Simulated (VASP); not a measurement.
Data:

```
CELL_PARAMETERS angstrom
      0.00000     2.20919     2.20919
      2.20919     0.00000     2.20919
      2.20919     2.20919     0.00000
ATOMIC_POSITIONS crystal
  Ca 0.00000 0.00000 0.00000
  O  0.50000 0.50000 0.50000
```

All values below come from PBEsol GGA, VASP's PBE PAW potentials (set 64) (plane waves; VASP). Settings: 620 eV cut-off, 10×10×10 Γ-centred mesh, Gaussian smearing of 0.050 eV, potentials Ca_sv O.

Question: Predict the energy per atom (σ→0), pressure, band gap (on the k-mesh) with the smallest direct gap where there is one.

Answer: 
```yaml
band gap (on the k-mesh): 3.24 eV
smallest direct gap (on the k-mesh): 3.48 eV
energy per atom (σ→0): -6.380 eV/atom
pressure: 44.97 GPa
```

The absolute energy has meaning only against runs of the same code, potentials and settings.

The structure was generated: CaO was put into the rock salt type (Fm-3m), which need not be its known phase. It was relaxed first under an external pressure of 45 GPa.
